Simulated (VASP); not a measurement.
Consider the following.

```
TaSi2
1.0
    4.76491     0.00000     0.00000
   -2.38246     4.12653     0.00000
    0.00000     0.00000     6.55373
Ta Si
3 6
Direct
  0.50000   0.00000   0.00000
  0.50000   0.50000   0.33333
  0.00000   0.50000   0.66667
  0.15923   0.31847   0.00000
  0.84077   0.15923   0.33333
  0.68153   0.84077   0.66667
  0.84077   0.68153   0.00000
  0.15923   0.84077   0.33333
  0.31847   0.15923   0.66667
```

These are PBEsol GGA, VASP's PBE PAW potentials (set 64) (plane waves; VASP) values and carry that method's errors. Settings: 400 eV cut-off, Gaussian smearing of 0.050 eV, potentials Ta_pv Si.

Question: Give the energies of bands 20 to 33 at the high-symmetry points, in eV from the Fermi level.

Answer: 
```tsv
band	Γ	M	K	A	L	H
20	-3.88	-3.79	-2.74	-4.92	-3.77	-2.79
21	-3.49	-3.56	-2.74	-4.20	-2.72	-2.79
22	-2.51	-2.71	-2.06	-2.79	-2.41	-2.54
23	-2.51	-2.24	-1.92	-2.67	-2.12	-2.54
24	-2.51	-2.12	-1.92	-2.67	-2.10	-2.52
25	-2.51	-2.07	-1.74	-2.26	-2.07	-2.35
26	-2.39	-1.09	-1.74	-1.97	-2.04	-0.74
27	-2.20	-0.75	-1.72	-1.76	-1.82	-0.74
28	-2.20	-0.09	0.35	-1.76	-0.69	-0.14
29	-1.46	-0.01	0.35	1.14	-0.23	-0.14
30	0.72	0.88	0.59	1.14	1.58	0.96
31	3.02	1.24	2.17	2.71	2.00	1.59
32	3.02	1.62	2.18	2.71	2.58	1.59
33	3.56	1.99	2.24	3.49	2.63	2.35
```

It has no gap at this level: it comes out as a metal or semimetal.

The structure was generated: TaSi2 was put into the CrSi2 type (P6_222), which need not be its known phase. It was relaxed first. The electron count is odd and the run is not spin-polarised, which forces a metal.
